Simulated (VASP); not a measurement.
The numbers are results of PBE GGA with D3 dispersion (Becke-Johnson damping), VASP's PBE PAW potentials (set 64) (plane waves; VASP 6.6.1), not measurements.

The input files of a VASP run:

INCAR:
```
SYSTEM = SrO
PREC = Accurate
ENCUT = 520
EDIFF = 1E-7
NELM = 100
ALGO = Normal
LREAL = .FALSE.
LASPH = .TRUE.
ISMEAR = -5
GGA = PE
IVDW = 12
LMAXMIX = 4
LWAVE = .FALSE.
LCHARG = .TRUE.
LORBIT = 11
NEDOS = 601
ISIF = 2
```

### POSCAR
```
SrO
1
    0.0000000000     2.5800000000     2.5800000000
    2.5800000000     0.0000000000     2.5800000000
    2.5800000000     2.5800000000     0.0000000000
Sr O
1 1
Direct
  0.0000000000   0.0000000000   0.0000000000
  0.5000000000   0.5000000000   0.5000000000
```

**KPOINTS**
```
Automatic mesh
0
Gamma
10 10 10
0 0 0
```

POTCAR, in this order: Sr_sv O (PBE.64 set). Program: vasp_std.

### Question
What will the output report for the number of irreducible k-points (NKPTS), largest plane-wave count, number of space-group operations, FFT grid (NGX, NGY, NGZ)?

### Answer

```json
{
 "number of irreducible k-points (NKPTS)": "47",
 "largest_plane_wave_count": "941",
 "number_of_space_group_operations": "48",
 "FFT grid (NGX, NGY, NGZ)": "28 × 28 × 28"
}
```

The compound is SrO in the rock salt structure. The cell was not relaxed at this level.
